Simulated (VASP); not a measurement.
Input of a VASP 6.6.1 run:

Contents of INCAR:

```
SYSTEM = Rb2N
  PREC = Accurate
  ENCUT = 520
  EDIFF = 1E-6
  ISMEAR = 1
  SIGMA = 0.0315
  LREAL = .False.
  LASPH = .True.
  NELM = 80
  ALGO = Normal
  ISIF = 2
  LWAVE = .False.
  LCHARG = .False.
  GGA = PE
  NBANDS = 32
```

The input KPOINTS:

```
regular mesh
0
Gamma
  5 5 5
  0 0 0
```

Contents of POSCAR:

```
Rb2N
1.0
    0.0000000000      5.6513200000      5.6513200000
    5.6513200000      0.0000000000      5.6513200000
    5.6513200000      5.6513200000      0.0000000000
N Rb
2 4
Direct
    0.0000000000      0.0000000000      0.0000000000
    0.2500000000      0.2500000000      0.2500000000
    0.1250000000      0.1250000000      0.1250000000
    0.6250000000      0.1250000000      0.1250000000
    0.1250000000      0.1250000000      0.6250000000
    0.1250000000      0.6250000000      0.1250000000
```

Potentials or basis: VASP PAW PBE potentials, release 64 (N, Rb_sv).

Run with:

```console
$ cat potpaw_PBE.64/N/POTCAR potpaw_PBE.64/Rb_sv/POTCAR > POTCAR
$ mpirun -np 1 vasp_std > vasp.out
```

Predict the pressure.

3.7 GPa.

Predict the band gap on the k mesh.

none (metal or under the smearing width).
